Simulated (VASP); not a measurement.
```
PbTe
1.0
    0.00000     3.25615     3.25615
    3.25615     0.00000     3.25615
    3.25615     3.25615     0.00000
Te Pb
1 1
Direct
  0.50000   0.50000   0.50000
  0.00000   0.00000   0.00000
```

Level of theory: PBE GGA with D3 dispersion (zero damping), VASP's PBE PAW potentials (set 64) (plane waves; VASP). Numerical set-up: 520 eV cut-off, 8×8×8 Γ-centred mesh, tetrahedra with Blöchl corrections, potentials Te Pb_d.

Unless said otherwise, spin-orbit coupling is left out, though it shifts the bands of the heavy elements here.

### Question
Estimate the energy per atom (σ→0), band gap (on the k-mesh) with the smallest direct gap where there is one.

### Answer

```
Quantity                                      Value
-----------------------------------  --------------
band gap (on the k-mesh)                    0.78 eV
smallest direct gap (on the k-mesh)         0.78 eV
energy per atom (σ→0)                -4.024 eV/atom
```

Only differences to runs with the same potentials and settings are physical.

The compound is PbTe in the rock salt structure. It was relaxed first.
